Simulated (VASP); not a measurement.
An input for Ansatz (written as the equivalent of a VASP run, and not itself run):

Ansatz 0.2 input:
```yaml
crystal:
  lattice:
    - [0.0000000, 1.9995720, 1.9995720]
    - [1.9995720, 0.0000000, 1.9995720]
    - [1.9995720, 1.9995720, 0.0000000]
  atoms:
    - { symbol: C, position: [-0.0054030, 0.0053200, 0.0183220] }
    - { symbol: Ni, position: [0.5054030, 0.4946800, 0.4816780], spin: 2 }
kpoints:
  mp_grid: { grid: [7, 7, 7] }
hamiltonian:
  xc: pbe
  pseudopotentials: { kind: paw }
magnetization: { spin_polarized: true }
scf:
  occupations: { method: gaussian, width: 0.1 }
  max_iter: 100
output: { forces: true, stress: true, eigenvalues: true }
```

### Question
Write the VASP files for the same calculation (PBE).

### Answer
This is not unique; one that fits is 
**POSCAR**
```
NiC
1
    0.0000000000     1.9995720000     1.9995720000
    1.9995720000     0.0000000000     1.9995720000
    1.9995720000     1.9995720000     0.0000000000
C Ni
1 1
Direct
 -0.0054030000   0.0053200000   0.0183220000
  0.5054030000   0.4946800000   0.4816780000
```

### KPOINTS
```
Automatic mesh
0
Gamma
7 7 7
0 0 0
```

**INCAR**
```
# general
SYSTEM  = NiC
PREC    = Accurate
ENCUT   = 400
LREAL   = F   # projection in real space or not
LASPH   = T

# electronic loop
EDIFF   = 1E-6
NELM    = 100   # most electronic steps
ALGO    = Normal   # blocked Davidson
LMAXMIX = 4

# smearing
ISMEAR  = 0   # Gaussian
SIGMA   = 0.1   # width (eV)

# functional
GGA     = PE

# spin
ISPIN   = 2   # spin-polarised
MAGMOM  = 0.0 2.0

# ions
ISIF    = 2

# output
LWAVE   = F
LCHARG  = F
LORBIT  = 11
```

POTCAR, in this order: C Ni (PBE.64 set). Program: vasp_std.

Limits of the translation: each code has its own PAW files, so the cut-off isn't converted (ENCUT is set for VASP's; basis.ecutwfc is left out, and Ansatz then takes the one that its files recommend); Ansatz stops its SCF on the density residual and VASP on the energy change (EDIFF).

The structure was generated: NiC was put into an ordered model structure, which need not be its known phase. The cell was not relaxed at this level. The k-mesh is coarse (spacing up to 0.39 per Å, 2π included), so the numbers may not be converged in it.
